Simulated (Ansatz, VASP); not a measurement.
## Two plane-wave programs on P2Se2O

```
CELL_PARAMETERS angstrom
3.94446 0.00000 0.00000
-1.97223 3.41601 0.00000
0.00000 0.00000 7.48644
ATOMIC_POSITIONS crystal
P 0.33333 0.66667 0.00000
P 0.66667 0.33333 0.00000
Se 0.00000 0.00000 0.74735
Se 0.00000 0.00000 0.25265
O 0.00000 0.00000 0.50000
```

Alike in both runs: functional PBE; dispersion D3(BJ); k mesh 12 × 12 × 6; occupations gaussian, width 0.1 eV; no spin polarisation.

Ansatz relaxed the structure, and its values are those at the end. VASP's run is a single point on that final structure, the one shown.

|  | VASP | Ansatz |
| --- | --- | --- |
| version | VASP 6.6.1 | Ansatz 0.2.0 |
| potentials or method | VASP PAW PBE potentials, release 64 (P, Se, O) | scalar-relativistic, plane waves, PAW |
| plane-wave cutoff (eV) | 520 | 420 |
| valence electrons in the cell | 28 | 48 |

|  | VASP | Ansatz | Ansatz less VASP |
| --- | --- | --- | --- |
| gap on the k mesh at the Fermi level (eV) | none | none | - |
| pressure (GPa) | 0.0 | 0.0 | +0.01 |
| rms of the force components (eV/Å) | 0.016 | 0.001 | -0.0157 |

A gap of «none» marks a metal or a gap that the smearing closes. The two sets of potentials don't hold the same shells in valence.

Caveats: pairwise dispersion overbinds metals, which lowers pressure and volume.
